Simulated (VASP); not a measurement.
The input files of a VASP run:

File POSCAR:
```
AgI
1
   -0.0000000000     3.3075802472     3.3075802472
    3.3075802472     0.0000000000     3.3075802472
    3.3075802472     3.3075802472     0.0000000000
Ag I
1 1
Direct
  1.0000000000   1.0000000000   1.0000000000
  0.2500000000   0.2500000000   0.2500000000
```

KPOINTS:
```
kpoints
0
G
7 7 7
0 0 0
```

### INCAR
```
# general
SYSTEM =AgI
PREC   =Accurate
ENCUT  =500
LREAL  =F
LASPH  =T

# electronic loop
EDIFF  =1E-6
NELM   =100
ALGO   =Normal
LMAXMIX=4

# smearing
ISMEAR =0
SIGMA  =0.05

# functional
GGA    =PE

# ions
IBRION =2
NSW    =40
ISIF   =3
EDIFFG =-0.02

# output
LWAVE  =F
LCHARG =F
```

POTCAR, in this order: Ag I (PBE.64 set). Program: vasp_std.

**Question.** Write an equivalent input for Ansatz.

**Answer.** One equivalent input (not run):
Ansatz 0.2 input:
```yaml
crystal:
  lattice:
    - [0.0000000, 3.3075802, 3.3075802]
    - [3.3075802, 0.0000000, 3.3075802]
    - [3.3075802, 3.3075802, 0.0000000]
  atoms:
    - { symbol: Ag, position: [1.0000000, 1.0000000, 1.0000000] }
    - { symbol: I, position: [0.2500000, 0.2500000, 0.2500000] }
kpoints:
  mp_grid: { grid: [7, 7, 7] }
hamiltonian:
  xc: pbe
  pseudopotentials: { kind: paw }
scf:
  occupations: { method: gaussian, width: 0.05 }
  max_iter: 100
relax:
  max_steps: 40
  f_tol: 0.02
  cell: {}
output: { forces: true, stress: true, eigenvalues: true }
```
The two are equivalent in intent, not identical: each code has its own PAW files, so the cut-off isn't converted (ENCUT is set for VASP's; basis.ecutwfc is left out, and Ansatz then takes the one that its files recommend); Ansatz stops its SCF on the density residual and VASP on the energy change (EDIFF).

The compound is AgI in the zinc blende structure, whereas wurtzite is the usual form. This run relaxes it. Symmetry was kept, so distortions that lower it aren't found.
